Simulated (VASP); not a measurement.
```
Zr
1.0
    1.61500    -2.79726     0.00000
    1.61500     2.79726     0.00000
    0.00000     0.00000     5.15000
Zr
2
Direct
  0.33333   0.66667   0.25000
  0.66667   0.33333   0.75000
```

Method: PBE GGA with D3 dispersion (Becke-Johnson damping), VASP's PBE PAW potentials (set 64) (plane waves; VASP). Settings: 520 eV cut-off, 12×12×7 Γ-centred mesh, first-order Methfessel-Paxton smearing of 0.10 eV, potentials Zr_sv.

Energy and stress use the plane-wave basis of the starting cell.

Problem. The ions, cell shape and volume are relaxed. Predict the relaxed structure.

Solution. 
```
Zr
1.0
    1.58972    -2.75347     0.00000
    1.58972     2.75347     0.00000
    0.00000     0.00000     5.12523
Zr
2
Cartesian
  1.58972   0.91782   1.28131
  1.58972  -0.91782   3.84392
```
Space group P6_3/mmc (194), at a tolerance of 0.03 Å.

Problem. How do energy and volume change from the first to the last step?

Solution. The energy (σ→0) changes by -9.1 meV/atom and the volume by -3.6 %, in 6 ionic steps.

```
step  E(σ→0) (eV)  max force (eV/Å)  pressure (GPa)  volume (Å³)
----  -----------  ----------------  --------------  -----------
1        -18.0930             0.000           -3.24        46.53
2        -18.0950             0.000            3.44        43.43
3        -18.1102             0.000            0.00        44.92
4        -18.1102             0.000            0.07        44.88
5        -18.1108             0.000            0.06        44.88
6        -18.1111             0.000            0.05        44.87
```

The compound is Zr in the hcp structure. This run relaxes it. Symmetry was kept, so distortions that lower it aren't found.
